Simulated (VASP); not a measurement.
Data:

```
CELL_PARAMETERS angstrom
      0.00000     2.40822     2.40822
      2.40822     0.00000     2.40822
      2.40822     2.40822     0.00000
ATOMIC_POSITIONS crystal
  B  0.00000 0.00000 0.00000
  As 0.25000 0.25000 0.25000
```

Computed with PBE0 hybrid, VASP's PBE PAW potentials (set 64) (plane waves; VASP). Settings: 520 eV cut-off, 8×8×8 Γ-centred mesh, Gaussian smearing of 0.050 eV, potentials B As.

**Question.** Give the stress tensor in GPa (positive for a compressed cell).

**Answer.** 
```
-4.13   0.00   0.00
 0.00  -4.13   0.00
 0.00   0.00  -4.13
```
The pressure is its mean diagonal, -4.13 GPa.

The compound is BAs in the zinc blende structure. It was relaxed first. The cell's shape comes from a PBE relaxation.
